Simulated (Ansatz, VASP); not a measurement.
# Cross-check of SnAs between VASP and Ansatz, part 2 of 2

Wanted: the spread between two codes on one cell, functional and k mesh. The cell is taken from a series of runs on this material, whose earlier steps may have relaxed, scaled, displaced or heated it; both programs get it as it stands.

VASP 6.6.1 and Ansatz 0.2.0.

So far: Set-up; Ansatz: zone-centre phonons, PBEsol.

## 3. VASP: zone-centre phonons, PBEsol

Level of this step: PBEsol; plane waves and PAW (Sn_d, As) (VASP).

The same cell, functional, mesh and smearing now go to VASP, with its own data sets.

Lines of VASP's logs that name or quote its potential files are left out, and so is its time.

Contents of INCAR:

```
SYSTEM = SnAs
PREC = Accurate
ENCUT = 500
EDIFF = 1E-08
NELM = 120
ISMEAR = 1
SIGMA = 0.2
LREAL = .FALSE.
ALGO = Normal
GGA = PS
NBANDS = 15
LORBIT = 11
LWAVE = .FALSE.
LCHARG = .FALSE.
ISIF = 2
IBRION = 8
LASPH = .TRUE.
GGA_COMPAT = .FALSE.
KPAR = 2
```

Contents of POSCAR:

```
SnAs
1.0
    0.0000000000      2.8564123633      2.8564123633
    2.8564123633      0.0000000000      2.8564123633
    2.8564123633      2.8564123633      0.0000000000
Sn As
1 1
Direct
    0.5000000000      0.5000000000      0.5000000000
    0.0000000000      0.0000000000      0.0000000000
```

Contents of KPOINTS:

```
Automatic mesh
0
Gamma
16 16 16
0 0 0
```

PAW data sets: Sn_d and As (PBE family, release 64).

Command:

```console
$ mpirun -np 2 vasp_std
```

Numbers of over 12 decimals in the logs are rounded to 6 here.

The log of the run:

```text
[banner, memory and clock lines left out]
running    2 mpi-ranks, on    1 nodes
 distrk:  each k-point on    1 cores,    2 groups
 distr:  one band on    1 cores,    1 groups

 POSCAR found type information on POSCAR SnAs
 POSCAR found :  2 types and       2 ions
|                                                                             |
|               ----> ADVICE to this user running VASP <----                  |
|                                                                             |
|     You enforced a specific xc type in the INCAR file but a different       |
|     [... a line on the potential file left out ...]
|     I HOPE YOU KNOW WHAT YOU ARE DOING!                                     |
|                                                                             |

 LDA part: xc-table for (Slater+PW92), standard interpolation
 POSCAR, INCAR and KPOINTS ok, starting setup
 FFT: planning ... GRIDC
 FFT: planning ... GRID_SOFT
 FFT: planning ... GRID
 WAVECAR not read
 entering main loop
       N       E                     dE             d eps       ncg     rms          rms(c)
DAV:   1     0.105965207769E+03    0.10597E+03   -0.95079E+03  4428   0.158E+03
DAV:   2    -0.160381092420E+01   -0.10757E+03   -0.10473E+03  4700   0.358E+02
DAV:   3    -0.948340598917E+01   -0.78796E+01   -0.77852E+01  5575   0.816E+01
DAV:   4    -0.964639289016E+01   -0.16299E+00   -0.16295E+00  4980   0.132E+01
DAV:   5    -0.965100866734E+01   -0.46158E-02   -0.46156E-02  6029   0.217E+00    0.275E+00
DAV:   6    -0.955020420077E+01    0.10080E+00   -0.19068E-01  6598   0.481E+00    0.162E+00
DAV:   7    -0.954161768261E+01    0.85865E-02   -0.44709E-02  5835   0.176E+00    0.532E-01
DAV:   8    -0.954060598723E+01    0.10117E-02   -0.37442E-03  5449   0.690E-01    0.668E-02
DAV:   9    -0.954060597773E+01    0.94960E-08   -0.28343E-04  5872   0.193E-01    0.568E-02
DAV:  10    -0.954060613795E+01   -0.16022E-06   -0.23329E-05  5257   0.346E-02    0.315E-02
DAV:  11    -0.954060436080E+01    0.17772E-05   -0.70061E-06  6616   0.275E-02    0.480E-03
DAV:  12    -0.954060401172E+01    0.34908E-06   -0.76884E-07  5575   0.884E-03    0.271E-03
DAV:  13    -0.954060399801E+01    0.13712E-07   -0.17417E-08  4357   0.129E-03    0.162E-03
DAV:  14    -0.954060399781E+01    0.19918E-09   -0.45422E-08  5383   0.248E-03
   1 F= -.95406040E+01 E0= -.95405710E+01  d E =-.989805E-04
 Linear response reoptimize wavefunctions to high precision
DAV:   1    -0.954060400331E+01   -0.55056E-08   -0.34909E-09  4665   0.536E-04
DAV:   2    -0.954060400333E+01   -0.20009E-10   -0.46737E-11  3001   0.605E-05
 Linear response DOF=           2
 Linear response progress:
  Degree of freedom:   1/  2
       N       E                     dE             d eps       ncg     rms          rms(c)
RMM:   1    -0.211873847974E+00   -0.21187E+00    0.54482E-01 12647   0.120E+01
RMM:   2    -0.217617747355E+00   -0.57439E-02   -0.11482E-02 18512   0.948E-01    0.536E-02
RMM:   3    -0.217641110258E+00   -0.23363E-04   -0.91853E-04 19877   0.255E-01    0.281E-02
RMM:   4    -0.217512448806E+00    0.12866E-03   -0.61584E-05 20354   0.704E-02    0.953E-03
RMM:   5    -0.217480372016E+00    0.32077E-04   -0.91502E-06 20404   0.234E-02    0.263E-03
RMM:   6    -0.217481462313E+00   -0.10903E-05   -0.16306E-06 20872   0.759E-03    0.116E-03
RMM:   7    -0.217481898879E+00   -0.43657E-06   -0.43662E-07 21043   0.300E-03    0.567E-04
RMM:   8    -0.217480265466E+00    0.16334E-05    0.24547E-07 20425   0.131E-03    0.382E-05
RMM:   9    -0.217479651883E+00    0.61358E-06    0.90655E-07 21393   0.663E-04    0.437E-05
RMM:  10    -0.217479702250E+00   -0.50367E-07    0.10069E-06 22419   0.363E-04    0.515E-05
RMM:  11    -0.217479511438E+00    0.19081E-06    0.62362E-07 21082   0.232E-04    0.351E-05
RMM:  12    -0.217479397733E+00    0.11370E-06    0.31127E-07 21256   0.164E-04    0.342E-05
RMM:  13    -0.217479310851E+00    0.86883E-07    0.13142E-07 20932   0.131E-04    0.289E-05
RMM:  14    -0.217479157494E+00    0.15336E-06    0.48613E-08 20532   0.118E-04    0.181E-05
RMM:  15    -0.217479109490E+00    0.48004E-07    0.47693E-09 22072   0.105E-04    0.147E-05
RMM:  16    -0.217479015730E+00    0.93760E-07   -0.12949E-08 21020   0.102E-04    0.789E-06
RMM:  17    -0.217478933239E+00    0.82491E-07   -0.25485E-08 21883   0.101E-04    0.164E-06
RMM:  18    -0.217478914272E+00    0.18967E-07   -0.29777E-08 19575   0.966E-05    0.230E-07
RMM:  19    -0.217478909632E+00    0.46393E-08   -0.31758E-08 13909   0.951E-05    0.260E-07
 first order change of Fermi-energy  -0.19664E-03
 force on displaced ion       1 direction 1 :  -1.599   0.000   0.000
 Linear response progress:
  Degree of freedom:   2/  2
       N       E                     dE             d eps       ncg     rms          rms(c)
RMM:   1    -0.423027388208E-01   -0.42303E-01    0.74574E-02 21941   0.102E+00
RMM:   2    -0.430258636510E-01   -0.72312E-03   -0.16163E-03 19091   0.218E-01    0.605E-02
RMM:   3    -0.431727148105E-01   -0.14685E-03   -0.13554E-04 19778   0.603E-02    0.336E-02
RMM:   4    -0.434019392636E-01   -0.22922E-03   -0.24724E-05 19603   0.311E-02    0.550E-03
RMM:   5    -0.434361313745E-01   -0.34192E-04   -0.16652E-06 19752   0.890E-03    0.222E-03
RMM:   6    -0.434240868084E-01    0.12045E-04   -0.98776E-08 19961   0.232E-03    0.934E-04
RMM:   7    -0.434209642374E-01    0.31226E-05   -0.15135E-08 19954   0.643E-04    0.470E-05
RMM:   8    -0.434209947083E-01   -0.30471E-07   -0.20554E-08 20657   0.172E-04    0.222E-05
RMM:   9    -0.434209243563E-01    0.70352E-07    0.33770E-08 21161   0.703E-05    0.617E-06
RMM:  10    -0.434209278494E-01   -0.34931E-08   -0.67301E-08 21623   0.319E-05    0.277E-06
 first order change of Fermi-energy   0.48452E-03
 force on displaced ion       2 direction 1 :  -1.637   0.000   0.000
 Linear response finished
```

From OUTCAR (step 3):

```text
ion  position               nearest neighbor table
   1  0.500  0.500  0.500-   2 2.86   2 2.86   2 2.86   2 2.86   2 2.86   2 2.86
   2  0.000  0.000  0.000-   1 2.86   1 2.86   1 2.86   1 2.86   1 2.86   1 2.86

  LATTYP: Found a face centered cubic cell.
 ALAT       =     5.7128247266

 Subroutine GETGRP returns: Found 48 space group operations
 (whereof 48 operations were pure point group operations)

The static configuration has the point symmetry O_h .

 Found    145 irreducible k-points:

   k-points           NKPTS =    145   k-points in BZ     NKDIM =    145   number of bands    NBANDS=     15

   dimension x,y,z NGX =    30 NGY =   30 NGZ =   30
   dimension x,y,z NGXF=    60 NGYF=   60 NGZF=   60

   ENCUT  =  500.0 eV  36.75 Ry    6.06 a.u.   7.37  7.37  7.37*2*pi/ulx,y,z

   NELECT =      19.0000    total number of electrons

 k-points in reciprocal lattice and weights: Automatic mesh
   0.00000000  0.00000000  0.00000000       0.000
   0.06250000  0.00000000  0.00000000       0.002
   0.12500000  0.00000000  0.00000000       0.002
   0.18750000  0.00000000  0.00000000       0.002
   0.25000000  0.00000000  0.00000000       0.002
   0.31250000  0.00000000  0.00000000       0.002
   0.37500000  0.00000000  0.00000000       0.002
   0.43750000  0.00000000  0.00000000       0.002
   0.50000000  0.00000000  0.00000000       0.001
[...]
-0.31250000  0.50000000  0.18750000       0.003
  -0.25000000  0.50000000  0.25000000       0.001

 average (electrostatic) potential at core
       1 -99.8809       2 -47.4329

  Total        0.0315880      0.0315880      0.0315880      0.0000000      0.0000000      0.0000000
  in kB        1.0857758      1.0857758      1.0857758      0.0000000      0.0000000      0.0000000
  external PRESSURE =       1.0857758 kB  Pullay stress =       0.0000000 kB

  energy-cutoff  :      500.00
  volume of cell :       46.61
      direct lattice vectors                 reciprocal lattice vectors
     0.000000000  2.856412363  2.856412363    -0.175044754  0.175044754  0.175044754
     2.856412363  0.000000000  2.856412363     0.175044754 -0.175044754  0.175044754
     2.856412363  2.856412363  0.000000000     0.175044754  0.175044754 -0.175044754

 POSITION                                       TOTAL-FORCE (eV/Angst)
 -----------------------------------------------------------------------------------
      2.85641      2.85641      2.85641         0.000000     -0.000000     -0.000000
      0.00000      0.00000      0.00000        -0.000000      0.000000      0.000000
 -----------------------------------------------------------------------------------
    total drift:                                0.000000      0.000000      0.000000

 Eigenvectors and eigenvalues of the dynamical matrix
 ----------------------------------------------------

   1 f  =    2.937895 THz    18.459337 2PiTHz   97.997619 cm-1    12.150151 meV
             X         Y         Z           dx          dy          dz
      2.856412  2.856412  2.856412    -0.617606    0.000000    0.000000
      0.000000  0.000000  0.000000     0.786488    0.000000    0.000000

   2 f  =    2.937895 THz    18.459337 2PiTHz   97.997619 cm-1    12.150151 meV
             X         Y         Z           dx          dy          dz
      2.856412  2.856412  2.856412     0.000000   -0.617606    0.000000
      0.000000  0.000000  0.000000     0.000000    0.786488    0.000000

   3 f  =    2.937895 THz    18.459337 2PiTHz   97.997619 cm-1    12.150151 meV
             X         Y         Z           dx          dy          dz
      2.856412  2.856412  2.856412     0.000000    0.000000   -0.617606
      0.000000  0.000000  0.000000     0.000000    0.000000    0.786488

   4 f/i=    0.016588 THz     0.104223 2PiTHz    0.553303 cm-1     0.068601 meV
             X         Y         Z           dx          dy          dz
      2.856412  2.856412  2.856412    -0.786488    0.000000    0.000000
      0.000000  0.000000  0.000000    -0.617606    0.000000    0.000000

   5 f/i=    0.016588 THz     0.104223 2PiTHz    0.553303 cm-1     0.068601 meV
             X         Y         Z           dx          dy          dz
      2.856412  2.856412  2.856412     0.000000    0.786488    0.000000
      0.000000  0.000000  0.000000     0.000000    0.617606    0.000000

   6 f/i=    0.016588 THz     0.104223 2PiTHz    0.553303 cm-1     0.068601 meV
             X         Y         Z           dx          dy          dz
      2.856412  2.856412  2.856412     0.000000    0.000000    0.786488
      0.000000  0.000000  0.000000     0.000000    0.000000    0.617606

 ELASTIC MODULI CONTR FROM IONIC RELAXATION (kBar)
 Direction    XX          YY          ZZ          XY          YZ          ZX
 --------------------------------------------------------------------------------
 XX           0.0000      0.0000      0.0000      0.0000      0.0000      0.0000
 YY           0.0000      0.0000      0.0000      0.0000      0.0000      0.0000
 ZZ           0.0000      0.0000      0.0000      0.0000      0.0000      0.0000
 XY           0.0000      0.0000      0.0000      0.0000      0.0000      0.0000
 YZ           0.0000      0.0000      0.0000      0.0000      0.0000      0.0000
 ZX           0.0000      0.0000      0.0000      0.0000      0.0000      0.0000
 --------------------------------------------------------------------------------
```

## 4. Comparison

Known differences besides the potentials themselves: VASP's run holds the zone centre alone; the data sets hold 29 valence electrons in Ansatz (on its default PAW (the set named soft_2) files) and 19 in VASP; the cutoff is 340 eV in Ansatz and 500 eV in VASP; Ansatz makes its cores anew for this functional, VASP keeps those of its PBE data sets; Ansatz's log warns that its cutoff lies below the recommended one. Total energies have different zeros and are not compared.

Compared:

```
                  quantity  Ansatz  VASP  difference
optical mode 1 to 3 (cm⁻¹)    98.3  98.0     +0.36 %
```

Modes are paired by rising frequency, not by their patterns, so a pair may set unlike modes beside each other; they are those without the splitting of longitudinal modes.

## 5. Results

```json
{
  "r.m.s. difference of the optical zone-centre modes, each program's sorted by frequency (zone-centre phonons, PBEsol)": "0.35 cm⁻¹"
}
```

What this shows: The r.m.s. difference of the optical zone-centre modes, each program's sorted by frequency is 0.35 cm⁻¹ (zone-centre phonons, PBEsol). The data sets hold unlike numbers of valence electrons (29 in Ansatz and 19 in VASP), so part of the differences comes from the potentials. How closely two codes agree says nothing of how well the functional describes the real material.

[Lines on the potential files, build, host, timing and source positions are cut from VASP's logs without a mark.]

[Logs are printed without paths, hosts, clocks, repeated set-up lines and the standing remarks that a program may print on its own settings, such as how far it seeks lower states.]

[Hosts, paths, dates, database ids (printed as entryN), source tags and the programs' standing remarks are cut or masked in the printed files.]
